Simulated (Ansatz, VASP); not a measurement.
# SrCaSO in two plane-wave programs

One calculation is typed for both programs; each brings its own data sets and cutoff. How far apart do they land? The cell is invented: As first built, before any earlier steps moved the atoms (in the runner's words): it takes the SrCaS2 structure with some of its atoms replaced by other elements, volume scaled by an estimate. It may not be a known or stable phase. The cell is taken from a series of VASP runs on this material, whose earlier steps may have relaxed, scaled or displaced it; both programs get it as it stands.

Main program and level: Ansatz 0.2.0; plane waves, with VASP 6.6.1 beside it; relaxation of cell and atoms at PBE with D4.

## (1) The starting structure

Symmetry: Pm, No. 6, monoclinic system. The conventional cell has a = 4.304 Å, b = 4.057 Å, c = 5.189 Å, α = 90.00°, β = 90.02°, γ = 90.00°. Nearest to Sr lie 2 O at 2.63 to 2.64 Å and 4 S at 2.91 to 3.01 Å. Nearest to Ca lie 2 O at 2.28 Å and 2 S at 2.70 Å. Nearest to S lie 2 Ca at 2.70 Å and 4 Sr at 2.91 to 3.01 Å. Nearest to O lie 2 Ca at 2.28 Å and 2 Sr at 2.63 to 2.64 Å. As first built, before any earlier steps moved the atoms (in the runner's words): sites of the SrCaS2 structure (space group 123) filled with other elements, volume scaled by an estimate. Farther neighbours and most contacts between anions are not listed.

As a file:

```cif
data_structure
_symmetry_space_group_name_H-M 'Pm'
_symmetry_Int_Tables_number 6
_cell_length_a 4.3038
_cell_length_b 4.0567
_cell_length_c 5.1894
_cell_angle_alpha 90.000
_cell_angle_beta 90.024
_cell_angle_gamma 90.000
_cell_volume 90.60
loop_
_atom_site_label
_atom_site_type_symbol
_atom_site_symmetry_multiplicity
_atom_site_Wyckoff_symbol
_atom_site_fract_x
_atom_site_fract_y
_atom_site_fract_z
_atom_site_occupancy
Sr1 Sr 1 a 0.99040 0.00000 0.00029 1
Ca1 Ca 1 b 0.65052 0.50000 0.49996 1
S1 S 1 b 0.47515 0.50000 0.99965 1
O1 O 1 a 0.89042 0.00000 0.49927 1
```

## (2) VASP: relaxation of cell and atoms, PBE with D4

The relaxed volume is the usual yardstick between codes: its relative difference is about their pressure difference at one cell divided by the bulk modulus.

Lines of VASP's logs that name or quote its potential files are left out, and so is its time.

INCAR

```
SYSTEM = SrCaSO
PREC = Accurate
ENCUT = 520
EDIFF = 1E-06
NELM = 100
ISMEAR = -1
SIGMA = 0.05
LREAL = .FALSE.
ALGO = Normal
GGA = PE
IVDW = 13
NBANDS = 22
LORBIT = 11
LWAVE = .FALSE.
LCHARG = .FALSE.
KPAR = 2
IBRION = 2
NSW = 60
ISIF = 3
EDIFFG = -0.01
```

POSCAR

```
SrCaSO
1.0
    4.3038458100      0.0000000000      0.0000000000
    0.0000000000      4.0566838400      0.0000000000
   -0.0021974300      0.0000000000      5.1893912100
Sr Ca S O
1 1 1 1
Direct
    0.9903964420      0.0000000000      0.0002907930
    0.6505191960      0.5000000000      0.4999613150
    0.4751483090      0.5000000000      0.9996501600
    0.8904160530      0.0000000000      0.4992707320
```

KPOINTS

```
Automatic mesh
0
Gamma
5 5 4
0 0 0
```

The projector-augmented-wave data sets are Sr_sv, Ca_sv, S and O (PBE family, release 64).

Started as:

```bash
$ mpirun -np 2 vasp_std
```

Numbers of over 12 decimals in the logs are rounded to 6 here.

Log:

```text
[banner, memory and clock lines left out]
running    2 mpi-ranks, on    1 nodes
 distrk:  each k-point on    1 cores,    2 groups
 distr:  one band on    1 cores,    1 groups

 POSCAR found type information on POSCAR SrCaS O
 POSCAR found :  4 types and       4 ions
 LDA part: xc-table for (Slater+PW92), standard interpolation
 POSCAR, INCAR and KPOINTS ok, starting setup
 FFT: planning ... GRIDC
 FFT: planning ... GRID_SOFT
 FFT: planning ... GRID
 WAVECAR not read
 entering main loop
       N       E                     dE             d eps       ncg     rms          rms(c)
DAV:   1     0.252278290474E+03    0.25228E+03   -0.15905E+04  1452   0.138E+03
DAV:   2    -0.368818863015E+01   -0.25597E+03   -0.24222E+03  1678   0.340E+02
DAV:   3    -0.243359623497E+02   -0.20648E+02   -0.20483E+02  2356   0.879E+01
DAV:   4    -0.250953004543E+02   -0.75934E+00   -0.75761E+00  2098   0.149E+01
DAV:   5    -0.251120315584E+02   -0.16731E-01   -0.16730E-01  2098   0.196E+00    0.185E+01
DAV:   6    -0.220186790740E+02    0.30934E+01   -0.16950E+01  2048   0.217E+01    0.149E+01
DAV:   7    -0.218556877519E+02    0.16299E+00   -0.17891E+00  1852   0.812E+00    0.899E+00
DAV:   8    -0.218379174336E+02    0.17770E-01   -0.30409E-01  1896   0.407E+00    0.600E-01
DAV:   9    -0.218439624833E+02   -0.60450E-02   -0.51869E-02  2088   0.120E+00    0.338E-01
DAV:  10    -0.218457300343E+02   -0.17676E-02   -0.71964E-03  2008   0.516E-01    0.159E-01
DAV:  11    -0.218466763494E+02   -0.94632E-03   -0.21581E-03  1794   0.282E-01    0.688E-02
DAV:  12    -0.218469211376E+02   -0.24479E-03   -0.34963E-04  1826   0.133E-01    0.235E-02
DAV:  13    -0.218469409881E+02   -0.19851E-04   -0.62471E-05  2040   0.478E-02    0.231E-02
DAV:  14    -0.218469388498E+02    0.21383E-05   -0.33077E-05  1792   0.308E-02    0.488E-03
DAV:  15    -0.218469386045E+02    0.24530E-06   -0.17713E-06  1678   0.888E-03
   1 F= -.22529885E+02 E0= -.22529885E+02  d E =-.225299E+02
 curvature:   0.00 expect dE= 0.000E+00 dE for cont linesearch  0.000E+00
 trial: gam= 0.00000 g(F)=  0.132E-04 g(S)=  0.427E-04 ort = 0.000E+00 (trialstep = 0.100E+01)
 search vector abs. value=  0.558E-04
 bond charge predicted
       N       E                     dE             d eps       ncg     rms          rms(c)
DAV:   1    -0.218463279811E+02    0.61087E-03   -0.94107E-03  1596   0.772E-01    0.128E-01
DAV:   2    -0.218461185976E+02    0.20938E-03   -0.10511E-03  1858   0.218E-01    0.509E-02
DAV:   3    -0.218460603585E+02    0.58239E-04   -0.14023E-04  2080   0.101E-01    0.345E-02
DAV:   4    -0.218460483805E+02    0.11978E-04   -0.71068E-05  2528   0.490E-02    0.266E-02
DAV:   5    -0.218460534261E+02   -0.50456E-05   -0.49400E-06  2002   0.152E-02    0.123E-02
DAV:   6    -0.218460561927E+02   -0.27666E-05   -0.83367E-06  2546   0.138E-02    0.240E-03
DAV:   7    -0.218460560472E+02    0.14551E-06   -0.21325E-07  1098   0.351E-03
   2 F= -.22529908E+02 E0= -.22529908E+02  d E =-.223104E-04
 trial-energy change:   -0.000022  1 .order   -0.000024   -0.000056    0.000008
 step:   0.8804(harm=  0.8804)  dis= 0.00026  next Energy=   -22.529910 (dE=-0.246E-04)
 reached required accuracy - stopping structural energy minimisation
```

From OUTCAR (step 2):

```text
ion  position               nearest neighbor table
   1  0.990  0.000  0.000-   4 2.63   4 2.64   3 2.91   3 2.91   3 3.01   3 3.01   2 3.60   2 3.60
                             2 3.60   2 3.60
   2  0.651  0.500  0.500-   4 2.28   4 2.28   3 2.70   3 2.70   1 3.60   1 3.60   1 3.60   1 3.60

  LATTYP: Found a simple monoclinic cell.
 ALAT       =     4.3038458100
 B/A-ratio  =     0.9425718344
 C/A-ratio  =     1.2057568752
 COS(beta)  =    -0.0004234465

 Subroutine GETGRP returns: Found  2 space group operations
 (whereof  2 operations were pure point group operations)

The static configuration has the point symmetry C_1h.

 Found     33 irreducible k-points:

   k-points           NKPTS =     33   k-points in BZ     NKDIM =     33   number of bands    NBANDS=     22

   dimension x,y,z NGX =    32 NGY =   30 NGZ =   40
   dimension x,y,z NGXF=    64 NGYF=   60 NGZF=   80

   ENCUT  =  520.0 eV  38.22 Ry    6.18 a.u.   8.00  7.54  9.65*2*pi/ulx,y,z

   NELECT =      32.0000    total number of electrons

 k-points in reciprocal lattice and weights: Automatic mesh
   0.00000000  0.00000000  0.00000000       0.010
   0.20000000  0.00000000 -0.00000000       0.020
   0.40000000  0.00000000 -0.00000000       0.020
   0.00000000  0.20000000  0.00000000       0.020
   0.20000000  0.20000000 -0.00000000       0.040
   0.40000000  0.20000000 -0.00000000       0.040
   0.00000000  0.40000000  0.00000000       0.020
   0.20000000  0.40000000 -0.00000000       0.040
   0.40000000  0.40000000 -0.00000000       0.040
[...]
0.20000000  0.40000000  0.50000000       0.040
   0.40000000  0.40000000  0.50000000       0.040

 average (electrostatic) potential at core
       1 -37.5261       2 -45.7587       3 -87.9131       4 -70.8963

 E-fermi :   2.5550

 k-point     1 :       0.0000    0.0000    0.0000
  band No.  band energies     occupation
    ...
     12       0.5580      2.00000
     13       0.9087      2.00000
     14       1.0943      2.00000
     15       1.2995      2.00000
     16       1.3282      2.00000
     17       4.3231      0.00000
     18       4.8358      0.00000
     19       6.3664      0.00000
     20       7.3701      0.00000
     21       7.3717      0.00000
    ...

 k-point     2 :       0.2000    0.0000   -0.0000
  band No.  band energies     occupation
    ...
     12       0.2111      2.00000
     13       0.7989      2.00000
     14       0.8479      2.00000
     15       1.0191      2.00000
     16       1.2850      2.00000
     17       5.1216      0.00000
     18       5.5342      0.00000
     19       6.5346      0.00000
     20       7.2121      0.00000
     21       8.0406      0.00000
    ...

 k-point     3 :       0.4000    0.0000   -0.0000
  band No.  band energies     occupation
    ...
     12       0.1731      2.00000
     13       0.5313      2.00000
     14       0.5368      2.00000
     15       0.8660      2.00000
     16       1.2167      2.00000
     17       6.6829      0.00000
     18       6.8883      0.00000
     19       7.0182      0.00000
     20       7.0722      0.00000
     21       8.3663      0.00000
    ...

  DFT-D4 for vdW energy calculation

  Edisp (eV):   -0.68385

  Total       0.00406     0.02477     0.01160     0.00000     0.00000     0.00183
  in kB       0.07181     0.43855     0.20545     0.00000     0.00000     0.03238
  external pressure =        0.24 kB  Pullay stress =        0.00 kB

  energy-cutoff  :      520.00
  volume of cell :       90.50
      direct lattice vectors                 reciprocal lattice vectors
     4.302040439  0.000000000 -0.000013131     0.232447839  0.000000000  0.000099150
     0.000000000  4.055694856  0.000000000     0.000000000  0.246566873  0.000000000
    -0.002212341  0.000000000  5.186650192     0.000000588  0.000000000  0.192802669

 POSITION                                       TOTAL-FORCE (eV/Angst)
 -----------------------------------------------------------------------------------
      4.26101      0.00000      0.00138         0.005272      0.000000     -0.003295
      2.79753      2.02785      2.59265        -0.001109      0.000000     -0.003301
      2.04192      2.02785      5.18512        -0.001356      0.000000      0.001565
      3.82911      0.00000      2.58982        -0.002807      0.000000      0.005031
 -----------------------------------------------------------------------------------
    total drift:                               -0.000051     -0.000000      0.000018

  FREE ENERGIE OF THE ION-ELECTRON SYSTEM (eV)
  ---------------------------------------------------
  free  energy   TOTEN  =       -22.5299075426 eV

  energy  without entropy=      -22.5299075425  energy(sigma->0) =      -22.52990754

 reached required accuracy - stopping structural energy minimisation

 total charge
# of ion       s       p       d       tot
------------------------------------------
    1        2.013   5.795   0.224   8.031
    2        2.042   5.863   0.301   8.206
    3        1.315   2.505   0.000   3.820
    4        1.555   3.386   0.000   4.941
--------------------------------------------------
tot          6.925  17.548   0.524  24.998

[... 3 further parts left out ...]
```

CONTCAR:

```
SrCaSO
   1.00000000000000
     4.3020404393865839    0.0000000000000000   -0.0000131312528575
     0.0000000000000000    4.0556948560187562    0.0000000000000000
    -0.0022123410418748    0.0000000000000000    5.1866501915970105
  Sr              Ca              S               O
     1     1     1     1
Direct
     0.9904637214396266    0.0000000000000000    0.0002692781165910
     0.6505370908377180    0.5000000000000000    0.4998716728389498
     0.4751533447450692    0.5000000000000000    0.9997063270082118
     0.8903258429775824    0.0000000000000000    0.4993257220362463
```

The run keeps the 2 symmetry operations of its start, so it cannot find a distortion of lower symmetry.

(Continued in part 2 of 2.)

[Lines on the potential files, build, host, timing and source positions are cut from VASP's logs without a mark.]

[Logs are printed without paths, hosts, clocks, repeated set-up lines and the standing remarks that a program may print on its own settings, such as how far it seeks lower states.]

[Hosts, paths, dates, database ids (printed as entryN), source tags and the programs' standing remarks are cut or masked in the printed files.]
